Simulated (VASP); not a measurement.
# HfO2 with r2SCAN: from relaxation to properties, part 2 of 3

Wanted: the relaxed cell of HfO2 and its properties. The start is a computed cell from the Materials Project.

VASP 6.6.1; r2SCAN; plane waves and PAW (Hf_pv, O).

So far, gap on the k-mesh (eV): step 2 (full relaxation (r2SCAN)) 5.30. The relaxed cell has a = 3.560, c = 5.173 Å (conventional setting).

## (3) Single point with fields (r2SCAN)

A single point on the relaxed cell gives a clean self-consistent state, with density, ELF and potential written out.

INCAR

```
SYSTEM = HfO2
PREC = Accurate
ENCUT = 520
EDIFF = 1E-06
NELM = 100
ISMEAR = 0
SIGMA = 0.05
LREAL = .FALSE.
ALGO = Normal
METAGGA = R2SCAN
LASPH = .TRUE.
NBANDS = 28
LORBIT = 11
LWAVE = .FALSE.
LCHARG = .TRUE.
ISIF = 2
LELF = .TRUE.
LVHAR = .TRUE.
```

POSCAR

```
HfO2
1.0
    3.5602608907      0.0000000000      0.0000000000
    0.0000000000      3.5602608907      0.0000000000
    0.0000000000      0.0000000000      5.1729389062
Hf O
2 4
Direct
    0.5000000000      0.5000000000      0.5000000000
    0.0000000000      0.0000000000      0.0000000000
    0.0000000000      0.5000000000      0.6972001783
    0.5000000000      0.0000000000      0.8027998217
    0.5000000000      0.0000000000      0.3027998217
    0.0000000000      0.5000000000      0.1972001783
```

KPOINTS

```
Automatic mesh
0
Gamma
8 8 5
0 0 0
```

The projector-augmented-wave data sets are Hf_pv and O (PBE family, release 64).

The run is started by

```sh
mpirun -np 4 vasp_std
```

The program printed:

```text
[banner, memory and clock lines left out]
running    4 mpi-ranks, on    1 nodes
 distrk:  each k-point on    4 cores,    1 groups
 distr:  one band on    1 cores,    4 groups

 POSCAR found type information on POSCAR HfO
 POSCAR found :  2 types and       6 ions
 [... a notice as in an earlier step ...]

 LDA part: xc-table for (None), standard interpolation
 POSCAR, INCAR and KPOINTS ok, starting setup
 FFT: planning ... GRIDC
 FFT: planning ... GRID_SOFT
 FFT: planning ... GRID
 WAVECAR not read
 entering main loop
       N       E                     dE             d eps       ncg     rms          rms(c)
DAV:   1     0.177645310051E+03    0.17765E+03   -0.26002E+04  2520   0.161E+03
DAV:   2    -0.147009963290E+03   -0.32466E+03   -0.31587E+03  3200   0.396E+02
DAV:   3    -0.160918860470E+03   -0.13909E+02   -0.13862E+02  3004   0.762E+01
DAV:   4    -0.161064835266E+03   -0.14597E+00   -0.14586E+00  3376   0.855E+00
DAV:   5    -0.161066097619E+03   -0.12624E-02   -0.12622E-02  3172   0.733E-01    0.798E+01
DAV:   6    -0.136844031277E+03    0.24222E+02   -0.35537E+01  3052   0.364E+01    0.585E+01
DAV:   7    -0.137363219290E+03   -0.51919E+00   -0.49214E+00  3208   0.130E+01    0.288E+01
DAV:   8    -0.137413837100E+03   -0.50618E-01   -0.23618E+00  2776   0.876E+00    0.100E+01
DAV:   9    -0.137315803227E+03    0.98034E-01   -0.99023E-01  2816   0.537E+00    0.294E+00
DAV:  10    -0.137305378612E+03    0.10425E-01   -0.51007E-02  2812   0.141E+00    0.865E-01
DAV:  11    -0.137305399464E+03   -0.20851E-04   -0.39663E-03  3208   0.382E-01    0.452E-01
DAV:  12    -0.137305387301E+03    0.12162E-04   -0.99217E-05  3008   0.661E-02    0.270E-01
DAV:  13    -0.137305381657E+03    0.56439E-05   -0.35811E-05  3236   0.359E-02    0.534E-02
DAV:  14    -0.137305380632E+03    0.10250E-05   -0.25991E-06  2580   0.110E-02    0.263E-02
DAV:  15    -0.137305380777E+03   -0.14432E-06   -0.11224E-06  1716   0.586E-03
   1 F= -.13730538E+03 E0= -.13730538E+03  d E =-.116011E-12
```

Elapsed: 33 s, on 4 MPI ranks of Intel Xeon 6975P-C (Granite Rapids), shared host; peak memory 0.56 GiB.

OUTCAR, selected parts (step 3):

```text
  LATTYP: Found a simple tetragonal cell.
 ALAT       =     3.5602608907
 C/A-ratio  =     1.4529662474

 Found     45 irreducible k-points:

   NELECT =      44.0000    total number of electrons

 E-fermi :   3.3393

 k-point     1 :       0.0000    0.0000    0.0000
  band No.  band energies     occupation
    ...
     18       1.7785      2.00000
     19       2.4432      2.00000
     20       2.9759      2.00000
     21       3.0327      2.00000
     22       3.0327      2.00000
     23       8.4011      0.00000
     24       8.4137      0.00000
     25       9.6570      0.00000
     26       9.8554      0.00000
     27      10.3447      0.00000
    ...

 k-point     2 :       0.1250    0.0000    0.0000
  band No.  band energies     occupation
    ...
     18       1.6671      2.00000
     19       2.4411      2.00000
     20       2.7403      2.00000
     21       2.9169      2.00000
     22       3.0103      2.00000
     23       8.5806      0.00000
     24       8.6805      0.00000
     25       9.5976      0.00000
     26       9.8491      0.00000
     27      10.7193      0.00000
    ...

  Total        0.0327007      0.0327007     -0.0366392      0.0000000      0.0000000      0.0000000
  in kB        0.7990354      0.7990354     -0.8952722      0.0000000      0.0000000      0.0000000
  external PRESSURE =       0.2342662 kB  Pullay stress =       0.0000000 kB

  energy-cutoff  :      520.00
  volume of cell :       65.57
      direct lattice vectors                 reciprocal lattice vectors
     3.560260891  0.000000000  0.000000000     0.280878293  0.000000000  0.000000000
     0.000000000  3.560260891  0.000000000     0.000000000  0.280878293  0.000000000
     0.000000000  0.000000000  5.172938906     0.000000000  0.000000000  0.193313708

 POSITION                                       TOTAL-FORCE (eV/Angst)
 -----------------------------------------------------------------------------------
      1.78013      1.78013      2.58647         0.000000     -0.000000      0.000000
      0.00000      0.00000      0.00000        -0.000000     -0.000000      0.000000
      0.00000      1.78013      3.60657        -0.000000     -0.000000     -0.009459
      1.78013      0.00000      4.15283        -0.000000     -0.000000      0.009459
      1.78013      0.00000      1.56636        -0.000000      0.000000      0.009459
      0.00000      1.78013      1.02010        -0.000000      0.000000     -0.009459
 -----------------------------------------------------------------------------------
    total drift:                                0.000000      0.000000      0.000000

  FREE ENERGIE OF THE ION-ELECTRON SYSTEM (eV)
  ---------------------------------------------------
  free  energy   TOTEN  =      -137.3053807768 eV

  energy  without entropy=     -137.3053807768  energy(sigma->0) =     -137.30538078

[... 8 parts as in an earlier step ...]

[... 5 further parts left out ...]
```

Numbers from this step:

* electronic steps: 15
* free energy (TOTEN): -137.3054 eV
* Fermi energy: 3.339 eV
* pressure: 0.02343 GPa

Valence electrons inside each PAW sphere by angular momentum. Sphere charges, by row:

```
atom  s (e)  p (e)  d (e)  tot (e)
 Hf1  0.317  6.602  1.434    8.352
 Hf2  0.317  6.602  1.434    8.352
  O3  1.569  3.588      0    5.157
  O4  1.569  3.588      0    5.157
  O5  1.569  3.588      0    5.157
  O6  1.569  3.588      0    5.157
```

ELF in the ac plane at fractional y = 0.000, with atoms of Hf and O within 0.2 Å of it. It is the smooth field of the valence electrons, not physical close to the nuclei.

Ten even steps from '0' (0.01) to '9' (0.83), each cell a mean:
```
01443688852431
34435999984343
54338987896234
21149964798311
00159987898400
00148999997300
00025799874100
00001344321000
00000011100000
00001233321000
00136788875200
00258999997410
00269987898620
00279964799620
00159987898410
11037999996201
44313799872134
45631244321465
02651011002652
00451133212530
```
Columns run along a (3.6 Å), rows up along c (5.2 Å). Atoms in or near the plane, at fractional coordinates: Hf at (0.00, 0.00), O at (0.50, 0.80), O at (0.50, 0.30).

Valence density in the ac plane at fractional y = 0.000, with atoms of Hf and O within 0.2 Å of it. It is the smooth field of the valence electrons, not physical close to the nuclei.

Ten even steps from '0' (0.0 e/Å³) to '9' (7.7 e/Å³), each cell a mean:
```
44210011100134
32111123210123
11001367521011
00001489731000
00001368520000
00000134210000
00000011100000
00000000000000
00000000000000
00000000000000
00000011000000
00000123210000
00001367520000
00001489731000
00001368520000
00000134210000
11000011100001
32100000000022
43210000000134
44310000000134
```
Columns run along a (3.6 Å), rows up along c (5.2 Å). Atoms in or near the plane, at fractional coordinates: Hf at (0.00, 0.00), O at (0.50, 0.80), O at (0.50, 0.30).

Electrostatic potential energy in the ac plane at fractional y = 0.000, with atoms of Hf and O within 0.2 Å of it. With pseudopotentials it is smooth inside the atoms' cores, unlike the true potential.

Ten even steps from '_' (-48 eV) to '@' (5 eV), each cell a mean:
```
====++**##%%%%%%%%%%##**++==
++++**######++==++####****++
******####==____..++%%##****
######%%##::______==%%%%####
%%%%%%@@%%==____..++@@@@%%%%
@@@@@@@@@@##==--++%%@@@@@@@@
@@@@@@@@@@@@@@%%@@@@@@@@@@@@
@@@@@@@@@@@@@@@@@@@@@@@@@@@@
@@@@@@@@@@@@@@@@@@@@@@@@@@@@
@@@@@@@@@@@@@@@@@@@@@@@@@@@@
@@@@@@@@@@@@@@%%@@@@@@@@@@@@
@@@@@@@@@@%%++==++%%@@@@@@@@
@@@@@@@@%%==____..**@@@@@@@@
@@@@@@@@%%::______==@@@@@@@@
%%%%@@@@%%==____..++@@@@@@%%
####%%%%@@##==--++%%@@%%%%##
****####%%@@@@%%@@@@%%##****
++++**##%%@@@@@@@@@@##****++
==++++**##%%@@@@@@%%##**++==
====++**##%%@@@@@@%%##**++==
```
Columns run along a (3.6 Å; values clipped at the 3rd and 97th percentile), rows up along c (5.2 Å). Atoms in or near the plane, at fractional coordinates: Hf at (0.00, 0.00), O at (0.50, 0.80), O at (0.50, 0.30).

In this run the pressure is 0.02 GPa, small enough to go on.

## (4) Band structure (r2SCAN)

The mesh alone shows little of the dispersion and can miss band extrema, so KPOINTS_OPT adds a path through the symmetry points after the self-consistent cycle.

INCAR

```
SYSTEM = HfO2
PREC = Accurate
ENCUT = 520
EDIFF = 1E-06
NELM = 100
ISMEAR = 0
SIGMA = 0.05
LREAL = .FALSE.
ALGO = Normal
METAGGA = R2SCAN
LASPH = .TRUE.
NBANDS = 38
LORBIT = 11
LWAVE = .FALSE.
LCHARG = .FALSE.
KPAR = 4
```

POSCAR is that of step 3.

KPOINTS is that of step 3.

KPOINTS_OPT

```
Line mode
16
Line-mode
Reciprocal
  0.00000000   0.00000000   0.00000000 GAMMA
  0.00000000   0.50000000   0.00000000 X

  0.00000000   0.50000000   0.00000000 X
  0.50000000   0.50000000   0.00000000 M

  0.50000000   0.50000000   0.00000000 M
  0.00000000   0.00000000   0.00000000 GAMMA

  0.00000000   0.00000000   0.00000000 GAMMA
  0.00000000   0.00000000   0.50000000 Z

  0.00000000   0.00000000   0.50000000 Z
  0.00000000   0.50000000   0.50000000 R

  0.00000000   0.50000000   0.50000000 R
  0.50000000   0.50000000   0.50000000 A

  0.50000000   0.50000000   0.50000000 A
  0.00000000   0.00000000   0.50000000 Z

  0.00000000   0.50000000   0.00000000 X
  0.00000000   0.50000000   0.50000000 R

  0.50000000   0.50000000   0.00000000 M
  0.50000000   0.50000000   0.50000000 A
```

The run is started by

```sh
mpirun -np 4 vasp_std
```

The program printed:

```text
[banner, memory and clock lines left out]
running    4 mpi-ranks, on    1 nodes
 distrk:  each k-point on    1 cores,    4 groups
 distr:  one band on    1 cores,    1 groups

 POSCAR found type information on POSCAR HfO
 POSCAR found :  2 types and       6 ions
 [... a notice as in an earlier step ...]

 LDA part: xc-table for (None), standard interpolation
 POSCAR, INCAR and KPOINTS ok, starting setup
 FFT: planning ... GRIDC
 FFT: planning ... GRID_SOFT
 FFT: planning ... GRID
 WAVECAR not read
 entering main loop
       N       E                     dE             d eps       ncg     rms          rms(c)
DAV:   1     0.143531764485E+03    0.14353E+03   -0.24595E+04  3420   0.119E+03
DAV:   2    -0.147339230728E+03   -0.29087E+03   -0.27622E+03  4132   0.322E+02
DAV:   3    -0.160963320386E+03   -0.13624E+02   -0.13544E+02  4190   0.599E+01
DAV:   4    -0.161065024386E+03   -0.10170E+00   -0.10165E+00  4098   0.558E+00
DAV:   5    -0.161066101761E+03   -0.10774E-02   -0.10773E-02  4158   0.542E-01    0.797E+01
DAV:   6    -0.136764072524E+03    0.24302E+02   -0.16718E+01  3750   0.268E+01    0.541E+01
DAV:   7    -0.137410541727E+03   -0.64647E+00   -0.50697E+00  4120   0.110E+01    0.307E+01
DAV:   8    -0.137648244077E+03   -0.23770E+00   -0.26854E+00  3648   0.937E+00    0.244E+01
DAV:   9    -0.137325004774E+03    0.32324E+00   -0.15060E+00  3636   0.668E+00    0.611E+00
DAV:  10    -0.137306636835E+03    0.18368E-01   -0.52314E-02  3670   0.143E+00    0.230E+00
DAV:  11    -0.137305523755E+03    0.11131E-02   -0.10017E-02  3674   0.576E-01    0.910E-01
DAV:  12    -0.137305381483E+03    0.14227E-03   -0.51109E-04  3722   0.148E-01    0.217E-01
DAV:  13    -0.137305380926E+03    0.55686E-06   -0.34104E-05  3786   0.314E-02    0.239E-02
DAV:  14    -0.137305380425E+03    0.50050E-06   -0.81134E-06  3870   0.143E-02
   1 F= -.13730538E+03 E0= -.13730538E+03  d E =-.485287E-12
 Start KPOINTS_OPT (optional k-point list driver)
k-point batch [1-45\144]
       N       E                     dE             ncg
DAV:   1    -0.565911092932E+04   -0.54457E+05     3420
DAV:   2    -0.182378465912E+05   -0.12579E+05     4048
DAV:   3    -0.188513974439E+05   -0.61355E+03     4164
DAV:   4    -0.188567264501E+05   -0.53290E+01     4184
DAV:   5    -0.188567798485E+05   -0.53398E-01     3880
DAV:   6    -0.188567805185E+05   -0.66996E-03     4076
DAV:   7    -0.188567805294E+05   -0.10906E-04     3598
DAV:   8    -0.188567805296E+05   -0.22676E-06     2976
[...]
k-point batch [136-144\144]
       N       E                     dE             ncg
DAV:   1     0.460527428312E+05   -0.17274E+05      684
DAV:   2     0.434923250696E+05   -0.25604E+04      818
DAV:   3     0.433706927376E+05   -0.12163E+03      856
DAV:   4     0.433696096160E+05   -0.10831E+01      834
DAV:   5     0.433695997485E+05   -0.98675E-02      788
DAV:   6     0.433695996081E+05   -0.14040E-03      864
DAV:   7     0.433695996060E+05   -0.21559E-05      720
DAV:   8     0.433695996059E+05   -0.45533E-07      608
```

Run time: 95 s. Hardware: 4 MPI ranks; peak memory 1.1 GiB; 6.3 min of CPU time.

OUTCAR, selected parts (step 4):

```text
 Found     45 irreducible k-points:

   k-points           NKPTS =     45   k-points in BZ     NKDIM =     45   number of bands    NBANDS=     38

   NELECT =      44.0000    total number of electrons

 E-fermi :   3.3317

 k-point     1 :       0.0000    0.0000    0.0000
  band No.  band energies     occupation
    ...
     18       1.7785      2.00000
     19       2.4432      2.00000
     20       2.9760      2.00000
     21       3.0329      2.00000
     22       3.0329      2.00000
     23       8.4010      0.00000
     24       8.4135      0.00000
     25       9.6569      0.00000
     26       9.8551      0.00000
     27      10.3447      0.00000
    ...

 k-point     2 :       0.1250    0.0000    0.0000
  band No.  band energies     occupation
    ...
     18       1.6671      2.00000
     19       2.4412      2.00000
     20       2.7404      2.00000
     21       2.9170      2.00000
     22       3.0104      2.00000
     23       8.5805      0.00000
     24       8.6803      0.00000
     25       9.5975      0.00000
     26       9.8489      0.00000
     27      10.7194      0.00000
    ...

  Total        0.0339949      0.0339949     -0.0350014      0.0000000      0.0000000      0.0000000
  in kB        0.8306605      0.8306605     -0.8552535      0.0000000      0.0000000      0.0000000
  external PRESSURE =       0.2686892 kB  Pullay stress =       0.0000000 kB

 POSITION                                       TOTAL-FORCE (eV/Angst)
 -----------------------------------------------------------------------------------
      1.78013      1.78013      2.58647         0.000000     -0.000000      0.000000
      0.00000      0.00000      0.00000         0.000000      0.000000      0.000000
      0.00000      1.78013      3.60657        -0.000000     -0.000000     -0.009678
      1.78013      0.00000      4.15283        -0.000000     -0.000000      0.009678
      1.78013      0.00000      1.56636        -0.000000      0.000000      0.009678
      0.00000      1.78013      1.02010        -0.000000     -0.000000     -0.009678
 -----------------------------------------------------------------------------------
    total drift:                                0.000000      0.000000      0.000000

  FREE ENERGIE OF THE ION-ELECTRON SYSTEM (eV)
  ---------------------------------------------------
  free  energy   TOTEN  =      -137.3053804253 eV

  energy  without entropy=     -137.3053804253  energy(sigma->0) =     -137.30538043

[... 9 parts as in an earlier step ...]

[... 5 further parts left out ...]
```

Spin-orbit coupling is off here; with elements this heavy it splits and shifts levels by tenths of an eV or more.

Numbers from this step:

| Quantity | Value |
| --- | --- |
| electronic steps | 14 |
| bands | 38 |
| Fermi energy | 3.332 eV |
| pressure | 0.02687 GPa |
| least gap on mesh and path | 5.288 eV |
| least direct gap on mesh and path | 5.368 eV |
| valence top at k | 0, 0, 0.5 |

Electronic bands along the path, in eV, zero at the valence-band top; v1 is the highest filled band, c1 the lowest empty one:

```csv
point,v4,v3,v2,v1,c1,c2,c3,c4
Γ,-0.67,-0.14,-0.08,-0.08,5.29,5.30,6.54,6.74
0.47 of the way,-0.93,-0.75,-0.28,-0.06,5.69,6.03,6.24,6.73
X,-1.48,-1.48,-0.14,-0.14,5.66,5.66,6.71,6.71
0.53 of the way,-0.70,-0.70,-0.32,-0.32,6.15,6.15,6.44,6.44
M,-0.78,-0.78,-0.52,-0.52,6.32,6.32,6.69,6.69
0.47 of the way,-0.96,-0.33,-0.24,-0.04,6.20,6.22,6.42,6.44
Γ,-0.67,-0.14,-0.08,-0.08,5.29,5.30,6.54,6.74
0.47 of the way,-0.98,-0.92,-0.04,-0.04,5.46,5.57,6.52,6.54
Z,-0.67,-0.67,0.00,0.00,5.95,5.95,6.27,6.27
0.47 of the way,-1.42,-0.99,-0.69,-0.39,5.88,5.95,6.40,6.44
R,-1.43,-1.43,-0.97,-0.97,5.80,5.80,6.19,6.19
0.53 of the way,-1.08,-1.08,-0.65,-0.65,6.26,6.26,6.50,6.50
A,-1.44,-1.44,-0.05,-0.05,6.51,6.51,6.86,6.86
0.47 of the way,-1.19,-1.19,-0.54,-0.54,6.03,6.03,6.65,6.65
Z,-0.67,-0.67,0.00,0.00,5.95,5.95,6.27,6.27
jump to X,-1.48,-1.48,-0.14,-0.14,5.66,5.66,6.71,6.71
0.53 of the way,-1.71,-1.71,-0.58,-0.58,5.74,5.74,6.42,6.42
R,-1.43,-1.43,-0.97,-0.97,5.80,5.80,6.19,6.19
jump to M,-0.78,-0.78,-0.52,-0.52,6.32,6.32,6.69,6.69
0.47 of the way,-1.10,-1.10,-0.23,-0.23,6.42,6.42,6.76,6.76
A,-1.44,-1.44,-0.05,-0.05,6.51,6.51,6.86,6.86
```

Of the projections kept (Hf, O), the largest for each band there; the rest of the weight can lie on other orbitals:

```csv
point,v4,v3,v2,v1,c1,c2,c3,c4
Γ,O 0.82,O 0.92,O 0.99,O 0.99,Hf 0.84,Hf 1.00,Hf 0.80,Hf 1.00
X,O 0.86,O 0.86,O 0.89,O 0.89,Hf 0.93,Hf 0.93,Hf 0.85,Hf 0.85
M,O 0.81,O 0.81,O 0.85,O 0.85,Hf 0.71,Hf 0.71,Hf 0.98,Hf 0.98
Γ,O 0.82,O 0.92,O 0.99,O 0.99,Hf 0.84,Hf 1.00,Hf 0.80,Hf 1.00
Z,O 0.77,O 0.77,O 0.99,O 0.99,Hf 1.00,Hf 1.00,Hf 0.84,Hf 0.84
R,O 0.82,O 0.82,O 0.90,O 0.90,Hf 0.97,Hf 0.97,Hf 0.95,Hf 0.95
```

The path finds the gap of the mesh within 0.02 eV, so the mesh comes close to both band edges.

(Part 2 of 3 ends here.)

[Lines on the potential files, build, host, timing and source positions are cut from VASP's logs without a mark.]

[Logs are printed without paths, hosts, clocks, repeated set-up lines and the standing remarks that a program may print on its own settings, such as how far it seeks lower states.]

[Hosts, paths, dates, database ids (printed as entryN), source tags and the programs' standing remarks are cut or masked in the printed files.]

[A measured line is paired with the nearest computed mode of its activity, which favours agreement.]
